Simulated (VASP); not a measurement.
# Ca8H12Br5 in VASP: notebook, part 2 of 2

VASP 6.6.1. The steps go on from the part before.

### 4 Single point, PBEsol, collinear spin, typed start

File INCAR:

```
SYSTEM = Ca8H12Br5
ALGO     = Normal         ! electronic algorithm
EDIFF    = 1E-7           ! SCF threshold, eV
ENCUT    = 520            ! plane-wave cutoff, eV
GGA      = PS             ! functional
ISIF     = 2              ! what is computed and relaxed
ISMEAR   = -1             ! smearing method
ISPIN    = 2              ! spin polarisation
LASPH    = .True.         ! aspherical terms in the spheres
LCHARG   = .False.        ! write CHGCAR
LORBIT   = 11             ! projections on sites
LREAL    = Auto         
LWAVE    = .False.        ! write WAVECAR
MAGMOM   = 0 0 0 0 0 0 0 0 0 -0.06 -0.12 0 -0.06 -0.13 0 -0.06 -0.12 0 0 -0.12 0 0 0 0 0 ! initial moments
NBANDS   = 86             ! bands
NELM     = 150            ! most SCF steps
PREC     = Accurate       ! precision mode
SIGMA    = 0.05           ! smearing width, eV
```

File KPOINTS:

```
k-points
0
Gamma
  1 1 1
  0 0 0
```

File POSCAR:

```
Ca8H12Br5
1.0
    7.8058800000      0.0000000000      0.0000000000
   -3.9029400000      6.7600900000      0.0000000000
    0.0000000000      0.0000000000     18.8287650000
Ca H Br
8 12 5
Direct
    0.3333385326      0.1666693787      0.1207248590
    0.1910146339      0.3485160701      0.3437931272
    0.3333313610      0.6666627219      0.1207248590
    0.1387106734      0.8247523332      0.3715007331
    0.8333334082      0.1666693787      0.1207248590
    0.7035278187      0.3382203491      0.3598483491
    0.8333262366      0.6666627219      0.1207248590
    0.6545408699      0.8463792642      0.3455457647
    0.2449006761      0.0612269955      0.4206064498
    0.1666693787      0.3333387573      0.1075375894
    0.0000000000      0.0000000000      0.0531102279
    0.3443224360      0.7022243787      0.3576070974
    0.1666622070      0.8333321006      0.1075375894
   -0.0000071716      0.4999933433      0.0531102279
    0.8070676320      0.1385040732      0.3489341972
    0.6666642543      0.3333387573      0.1075375894
    0.4999948757      0.0000000000      0.0531102279
    0.7821758648      0.6544735351      0.3734923666
    0.6666698936      0.8333321006      0.1075375894
    0.5000005149      0.4999933433      0.0531102279
   -0.0068593018     -0.0228399326      0.2526347320
    0.0300647023      0.5462501239      0.2552424442
    0.4746833739      0.0487123692      0.2501969726
    0.5091687698      0.4816651849      0.2570853691
    0.9901393829      0.4812805747      0.4573162393
```

Launch:

```sh
cat potpaw_PBE.64/Ca_sv/POTCAR potpaw_PBE.64/H/POTCAR potpaw_PBE.64/Br/POTCAR > POTCAR
mpirun -np 1 vasp_gam > vasp.out
```

Run time: 8.6 min. Hardware: 1 thread of Intel Xeon Platinum 8488C (Sapphire Rapids), shared host; peak memory 1.4 GiB.

The run converged. Its results:

```
Free energy                                           : -82.0355 eV
Largest force                                         : 2.302 eV/Å
Band gap on the k mesh                                : 0.35 eV, direct
Net moment                                            : -0.94 μB per cell
Site moments                                          : Ca -0.00; H -0.00, -0.03, -0.05, -0.06, -0.02; Br -0.00 μB
Valence electrons inside the program's atomic spheres : Ca 8.10, 8.09, 8.19, 8.16, 8.17; H 0.53, 0.50, 0.45, 0.54, 0.51, 0.56; Br 4.90, 4.91, 4.92
```

Forces on the atoms (eV/Å):
```
Ca  -0.002 -0.036 -1.215
Ca  -1.142 -0.313  0.237
Ca  -0.139  0.051 -1.167
Ca   0.117 -1.744 -1.232
Ca  -0.076  0.046 -1.131
Ca  -0.760  0.136 -0.750
Ca   0.111  0.004 -1.161
Ca   0.269 -0.752 -0.696
H   -0.135  2.262  0.404
H   -0.023  0.017  0.369
H   -0.025 -0.014  0.936
H    0.176 -0.309  0.306
H    0.010 -0.023  0.176
H    0.011 -0.003  0.915
H    0.494  0.743  0.290
H    0.031  0.032  0.238
H    0.013  0.000  0.905
H    0.118  0.302  0.179
H   -0.035 -0.002  0.429
H   -0.006  0.010  0.927
Br  -0.139  0.330  0.182
Br   0.099 -0.560 -0.090
Br   0.425 -0.445  0.448
Br  -0.086  0.346 -0.078
Br   0.694 -0.078  0.577
```

Levels at points of the mesh, in eV from the valence-band top:
Spin up:
| k point | band 59 | band 60 | band 61 | band 62 | band 63 | band 64 | band 65 | band 66 | band 67 | band 68 |
| --- | --- | --- | --- | --- | --- | --- | --- | --- | --- | --- |
| (0.00, 0.00, 0.00) | -2.36 | -2.30 | -1.27 | -1.26 | -1.24 | 0.35 | 0.45 | 0.50 | 1.03 | 1.20 |
Spin down:
```
           k point  band 62  band 63  band 64  band 65  band 66  band 67
(0.00, 0.00, 0.00)    -1.57    -1.56     0.00     0.43     0.49     1.02
```

Caveat: the PAW data sets were made with another functional, which shifts forces and pressure a little. Expect the measured gap to be larger: semilocal functionals such as PBEsol lack the derivative discontinuity.

### 5 Single point, PBEsol, collinear spin, typed start

File INCAR:

```
PREC     = Accurate       # precision mode
ENCUT    = 520            # plane-wave cutoff, eV
EDIFF    = 1E-7           # SCF threshold, eV
ISMEAR   = -1             # smearing method
SIGMA    = 0.05           # smearing width, eV
LREAL    = Auto         
LASPH    = True           # aspherical terms in the spheres
NELM     = 150            # most SCF steps
ALGO     = Normal         # electronic algorithm
ISIF     = 2              # what is computed and relaxed
LWAVE    = False          # write WAVECAR
LCHARG   = False          # write CHGCAR
ISPIN    = 2              # spin polarisation
MAGMOM   = 0 0 0 0 0 0 0 0 0 -0.06 -0.12 0 -0.06 -0.13 0 -0.06 -0.12 0 0 -0.12 0 0 0 0 0 # initial moments
LORBIT   = 11             # projections on sites
GGA      = PS             # functional
NBANDS   = 86             # bands
```

File KPOINTS:

```
regular mesh
0
Gamma
  1 1 1
```

File POSCAR:

```
Ca8H12Br5
1.0
    7.8058800000      0.0000000000      0.0000000000
   -3.9029400000      6.7600900000      0.0000000000
    0.0000000000      0.0000000000     18.8287650000
Ca H Br
8 12 5
Direct
    0.3333385326      0.1666693787      0.1207248590
    0.2123793396      0.4141512909      0.3690098634
    0.3333313610      0.6666627219      0.1207248590
    0.1297425709      0.8753285829      0.3827176132
    0.8333334082      0.1666693787      0.1207248590
    0.7253289996      0.3783381582      0.3616275417
    0.8333262366      0.6666627219      0.1207248590
    0.7033797724      0.8796184666      0.3407817772
    0.3595216923      0.2219053297      0.3837160855
    0.1666693787      0.3333387573      0.1075375894
    0.0000000000      0.0000000000      0.0531102279
    0.3928900055      0.7878297478      0.3832009163
    0.1666622070      0.8333321006      0.1075375894
   -0.0000071716      0.4999933433      0.0531102279
    0.8771702985      0.1762994280      0.3306908339
    0.6666642543      0.3333387573      0.1075375894
    0.4999948757      0.0000000000      0.0531102279
    0.8361007669      0.7159224212      0.4029472990
    0.6666698936      0.8333321006      0.1075375894
    0.5000005149      0.4999933433      0.0531102279
    0.0247511664     -0.0223665661      0.2492409885
    0.0231229404      0.5216054816      0.2613448094
    0.4983863127      0.0617595328      0.2437281468
    0.5396329175      0.5387502237      0.2640003208
    0.9739370731      0.4758812383      0.4746992169
```

Potentials or basis: VASP PAW PBE potentials, release 64 (Ca_sv, H, Br).

Launch:

```sh
cat potpaw_PBE.64/Ca_sv/POTCAR potpaw_PBE.64/H/POTCAR potpaw_PBE.64/Br/POTCAR > POTCAR
mpirun -np 1 vasp_gam > vasp.out
```

OUTCAR:

```text
PREC = Accurate
   ENCUT = 520
   EDIFF = 1E-7
   ISMEAR = -1
   LREAL = Auto
   LASPH = True
   NELM = 150
   ISIF = 2
   ISPIN = 2
   LORBIT = 11
   GGA = PS

 ion  position               nearest neighbor table
   1  0.333  0.167  0.121-  23 2.96
   2  0.212  0.414  0.369-  22 2.87  25 2.92  24 2.98
   3  0.333  0.667  0.121-
   4  0.130  0.875  0.383-  18 2.02  21 2.88
   5  0.833  0.167  0.121-
   6  0.725  0.378  0.362-  25 2.72  22 2.76  24 2.98
   7  0.833  0.667  0.121-
   8  0.703  0.880  0.341-  15 2.02  24 2.72  21 2.82
   9  0.360  0.222  0.384-
  10  0.167  0.333  0.108-
  11  0.000  0.000  0.053-
  12  0.393  0.788  0.383-
  13  0.167  0.833  0.108-
  14  1.000  0.500  0.053-
  15  0.877  0.176  0.331-   8 2.02
  16  0.667  0.333  0.108-
  17  0.500  0.000  0.053-
  18  0.836  0.716  0.403-   4 2.02
  19  0.667  0.833  0.108-
  20  0.500  0.500  0.053-
  21  0.025  0.978  0.249-   8 2.82   4 2.88
  22  0.023  0.522  0.261-   6 2.76   2 2.87
  23  0.498  0.062  0.244-   1 2.96
  24  0.540  0.539  0.264-   8 2.72   6 2.98   2 2.98
  25  0.974  0.476  0.475-   6 2.72   2 2.92

  LATTYP: Found a hexagonal cell.
 ALAT       =     7.8058800000
 C/A-ratio  =     2.4121258590

  Lattice vectors:

 A1 = (   7.8058800000,   0.0000000000,   0.0000000000)
 A2 = (  -3.9029400000,   6.7600900000,   0.0000000000)
 A3 = (   0.0000000000,   0.0000000000,  18.8287650000)

Analysis of symmetry for initial positions (statically):
=====================================================================
 Subroutine PRICEL returns:
 Original cell was already a primitive cell.

 Routine SETGRP: Setting up the symmetry group for a
 hexagonal supercell.

 Subroutine GETGRP returns: Found  1 space group operations
 (whereof  1 operations were pure point group operations)
 out of a pool of 24 trial point group operations.

The static configuration has the point symmetry C_1 .

Analysis of symmetry for dynamics (positions and initial velocities):
=====================================================================
 Subroutine PRICEL returns:
 Original cell was already a primitive cell.

 Routine SETGRP: Setting up the symmetry group for a
 hexagonal supercell.

 Subroutine GETGRP returns: Found  1 space group operations
 (whereof  1 operations were pure point group operations)
 out of a pool of 24 trial point group operations.

The dynamic configuration has the point symmetry C_1 .

Analysis of structural, dynamic, and magnetic symmetry:
=====================================================================
 Subroutine PRICEL returns:
 Original cell was already a primitive cell.

 Routine SETGRP: Setting up the symmetry group for a
 hexagonal supercell.

 Subroutine GETGRP returns: Found  1 space group operations
 (whereof  1 operations were pure point group operations)
 out of a pool of 24 trial point group operations.

The overall configuration has the point symmetry C_1 .

 Subroutine INISYM returns: Found  1 space group operations
 (whereof  1 operations are pure point group operations),
 and found     1 'primitive' translations

[... 123 lines left out ...]
   ISYM   =      2    0-nonsym 1-usesym 2-fastsym
   POTIM  = 0.5000    time-step for ionic-motion
   TEBEG  =    0.0;   TEEND  =   0.0 temperature during run
   PSTRESS=    0.0 pullay stress
   NELECT =     127.0000    total number of electrons
   NUPDOWN=      -1.0000    fix difference up-down
   EMIN   =  10.00;   EMAX   =-10.00  energy-range for DOS
   EFERMI =   0.00;   METHOD = LEGACY
   ISMEAR =    -1;   SIGMA  =   0.05  broadening in eV -4-tet -1-fermi 0-gaus
   EFERMI_NEDOS =   21; number of points for ismear=-14 and -15
   IALGO  =     38    algorithm
   IMIX   =      4    mixing-type and parameters
     AMIX     =   0.40;   BMIX     =  1.00
     AMIX_MAG =   1.60;   BMIX_MAG =  1.00
  volume/ion in A,a.u.               =      39.74       268.20
  Fermi-wavevector in a.u.,A,eV,Ry     =   0.824665  1.558390  9.252937  0.680072
  Thomas-Fermi vector in A             =   1.936389
   LORBIT       =     11    0 simple, 1 ext, 2 COOP (PROOUT), +10 PAW based schemes
   GGA     = PS    functional components
   LHFCALC =     F    Hartree Fock is set to
   AEXX    =    0.0000 exact exchange contribution
   IVDW    =     0    specifies the selected vdW correction
   LEPSILON=     F    determine dielectric tensor
   LRPA    =     F    only Hartree local field effects (RPA)
 spin polarized calculation
  energy-cutoff  :      520.00
  volume of cell :      993.56
 maximum number of plane-waves:     13365
 NGX is ok and might be reduce to    60
   NGX = 29   NGY = 29   NGZ = 71

 number of electron     126.9999994 magnetization      -0.9788074

 Free energy of the ion-electron system (eV)
  ---------------------------------------------------
  ext. energy  EPLUGINS =         0.00000000
  ---------------------------------------------------
  free energy    TOTEN  =       -82.01007568 eV

  energy without entropy =      -81.96355456  energy(sigma->0) =      -81.98681512

 E-fermi :  -0.8219     XC(G=0):  -4.5461

 val. band max:       -0.9041851111   @ k =   0.0000   0.0000   0.0000
 cond. band min:      -0.7355931919   @ k =   0.0000   0.0000   0.0000
 fundamental gap:      0.1685919192
 Fermi energy:        -0.8218978335

 spin component 1

 k-point     1 :       0.0000    0.0000    0.0000
  band No.  band energies     occupation
      1     -43.3535      1.00000
      2     -43.3464      1.00000
      3     -43.0734      1.00000
      4     -42.5900      1.00000
      5     -41.5081      1.00000
      6     -41.4525      1.00000
[... 67 lines left out ...]
     74       1.1572      0.00000
     75       1.3987      0.00000
 Fermi energy:        -0.8218978335

 spin component 2

 k-point     1 :       0.0000    0.0000    0.0000
  band No.  band energies     occupation
      1     -43.3701      1.00000
      2     -43.3576      1.00000
      3     -43.0786      1.00000
      4     -42.6017      1.00000
      5     -41.5112      1.00000
      6     -41.4552      1.00000
[... 67 lines left out ...]
     74       1.1304      0.00000
     75       1.3790      0.00000
 [bands above 75 left out]

------------------------ aborting loop because EDIFF is reached ----------------------------------------

  FORCE on cell =-STRESS in cart. coord.  units (eV):
  Direction    XX          YY          ZZ          XY          YZ          ZX
  --------------------------------------------------------------------------------------
  -------------------------------------------------------------------------------------
  Total       -4.4962547     -3.0894384     -8.4058051      1.0332857     -1.7849275      0.7590381
  in kB       -7.2504557     -4.9818878    -13.5548187      1.6662295     -2.8782929      1.2239903
  external PRESSURE =      -8.5957207 kB  Pullay stress =       0.0000000 kB

 VOLUME and BASIS-vectors are now :
 -----------------------------------------------------------------------------
  energy-cutoff  :      520.00
  volume of cell :      993.56
      direct lattice vectors                 reciprocal lattice vectors
     7.805880000  0.000000000  0.000000000     0.128108554  0.073963512  0.000000000
    -3.902940000  6.760090000  0.000000000     0.000000000  0.147927025  0.000000000
     0.000000000  0.000000000 18.828765000     0.000000000  0.000000000  0.053110228

 POSITION                                       TOTAL-FORCE (eV/Angst)
 -----------------------------------------------------------------------------------
      1.95150      1.12670      2.27310         0.067334     -0.113445     -1.110271
      0.04140      2.79970      6.94800        -0.280948     -0.161896     -0.435741
      0.00000      4.50670      2.27310        -0.096709      0.197280     -1.044267
     -2.40360      5.91730      7.20610         1.860409      0.267432     -0.557694
      5.85440      1.12670      2.27310        -0.172702     -0.029301     -0.940816
      4.18520      2.55760      6.80900        -0.754344     -0.666997     -0.698191
[... 17 lines left out ...]
      2.10960      3.64200      4.97080        -0.293520     -0.312517     -0.011487
      5.74510      3.21700      8.93800         0.494746      0.123627      0.082028
 -----------------------------------------------------------------------------------
    total drift:                               -0.004128     -0.003554     -0.000794

  FREE ENERGIE OF THE ION-ELECTRON SYSTEM (eV)
  ---------------------------------------------------
  free  energy   TOTEN  =       -82.0100756769 eV

  energy  without entropy=      -81.9635545577  energy(sigma->0) =      -81.98681512

 total charge

# of ion       s       p       d       tot
------------------------------------------
    1        2.030   5.846   0.223   8.099
    2        2.027   5.843   0.223   8.093
    3        2.031   5.841   0.212   8.085
    4        2.033   5.846   0.229   8.109
    5        2.031   5.842   0.213   8.085
    6        2.029   5.849   0.249   8.127
[... 17 lines left out ...]
   24        1.594   3.317   0.009   4.919
   25        1.599   3.270   0.008   4.877
--------------------------------------------------
tot         30.104  63.262   1.891  95.257

 magnetization (x)

# of ion       s       p       d       tot
------------------------------------------
    1        0.001  -0.001  -0.004  -0.003
    2       -0.001  -0.001  -0.010  -0.012
    3        0.001  -0.001  -0.002  -0.003
    4       -0.001  -0.002  -0.015  -0.018
    5        0.001  -0.001  -0.002  -0.002
    6       -0.001  -0.000  -0.004  -0.006
[... 17 lines left out ...]
   24       -0.001  -0.001  -0.000  -0.002
   25       -0.000   0.001  -0.000   0.000
--------------------------------------------------
tot         -0.287  -0.012  -0.055  -0.354
```

It took 11 min on 1 thread of Intel Xeon Platinum 8488C (Sapphire Rapids), shared host; peak memory 1.4 GiB.

Results:

```yaml
Free_energy: -82.0101 eV
Largest_force: 1.961 eV/Å
Band_gap_on_the_k_mesh: 0.17 eV, direct
Net_moment: -0.98 μB per cell
Site_moments: Ca -0.00, -0.01, -0.02; H +0.00, -0.02, -0.04, -0.00, -0.03, -0.05; Br -0.00, +0.00 μB
Valence_electrons_inside_the_program's_atomic_spheres: Ca 8.10, 8.09, 8.11, 8.13, 8.18; H 0.51, 0.50, 0.45, 0.53, 0.54; Br 4.91, 4.88, 4.92
```

Forces in eV/Å, atoms in the order of the input:
```
Ca   0.067 -0.113 -1.110
Ca  -0.281 -0.162 -0.436
Ca  -0.097  0.197 -1.044
Ca   1.860  0.267 -0.558
Ca  -0.173 -0.029 -0.941
Ca  -0.754 -0.667 -0.698
Ca   0.100  0.110 -1.032
Ca  -0.742 -0.080 -0.085
H   -0.141 -0.092  0.337
H   -0.013  0.037  0.322
H   -0.007 -0.007  0.957
H   -0.051 -0.379  0.107
H    0.034 -0.057  0.027
H    0.018 -0.006  0.960
H    0.001  0.728  0.905
H    0.030  0.093  0.096
H    0.006  0.012  0.900
H   -0.716 -0.146 -0.298
H   -0.021  0.000  0.261
H   -0.010  0.013  0.975
Br  -0.057 -0.004 -0.020
Br   0.202  0.596 -0.108
Br   0.543 -0.122  0.412
Br  -0.294 -0.313 -0.011
Br   0.495  0.124  0.082
```

Levels at points of the mesh, in eV from the valence-band top:
Spin up:
```
           k point  band 60  band 61  band 62  band 63  band 64  band 65  band 66  band 67
(0.00, 0.00, 0.00)    -2.22    -1.35    -1.32    -1.28     0.32     0.40     0.68     0.93
```
Spin down:
| k point | band 62 | band 63 | band 64 | band 65 | band 66 | band 67 |
| --- | --- | --- | --- | --- | --- | --- |
| (0.00, 0.00, 0.00) | -1.58 | -1.56 | 0.00 | 0.17 | 0.65 | 0.90 |

Caveat: the PAW data sets were made with another functional, which shifts forces and pressure a little.
